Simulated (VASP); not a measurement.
Consider the following.

```
Ca2As
1.0
   -2.28116     2.28116     7.90376
    2.28116    -2.28116     7.90376
    2.28116     2.28116    -7.90376
Ca As
4 2
Direct
  0.00000   0.50000   0.50000
  0.50000   0.00000   0.50000
  0.32079   0.32079   0.00000
  0.67921   0.67921   0.00000
  0.13426   0.13426   0.00000
  0.86574   0.86574   0.00000
```

These are LDA (Ceperley-Alder, Perdew-Zunger), VASP's LDA PAW potentials (set 64) (plane waves; VASP) values and carry that method's errors. Settings: 300 eV cut-off, 5×5×5 Γ-centred mesh, Gaussian smearing of 0.14 eV, potentials Ca_sv As.

At this cut-off the stress carries a Pulay error, which pulls relaxed volumes low. Energy and stress use the plane-wave basis of the starting cell.

Problem. The ions, cell shape and volume are relaxed. What does this cell relax into?

Solution. 
```
Ca2As
1.0
   -2.20153     2.20153     7.77005
    2.20153    -2.20153     7.77005
    2.20153     2.20153    -7.77005
Ca As
4 2
Direct
  0.00000   0.50000   0.50000
  0.50000   0.00000   0.50000
  0.32063   0.32063   0.00000
  0.67937   0.67937   0.00000
  0.13419   0.13419   0.00000
  0.86581   0.86581   0.00000
```
Space group I4/mmm (139), at a tolerance of 0.03 Å.

Problem. How do energy and volume change from the first to the last step?

Solution. The energy (σ→0) changes by -26.2 meV/atom and the volume by -8.4 %, in 8 ionic steps.

The structure comes from a computed database's Ca2As entry (I4/mmm); how it stands against other phases isn't given here. This run relaxes it. Symmetry was kept, so distortions that lower it aren't found. The k-mesh is coarse (spacing up to 0.40 per Å, 2π included), so the numbers may not be converged in it. The run is one of a series of settings (EDIFFG = -0.01, IBRION = 2, ISIF = 3, NSW = 50 against the base run), some of them coarse on purpose.
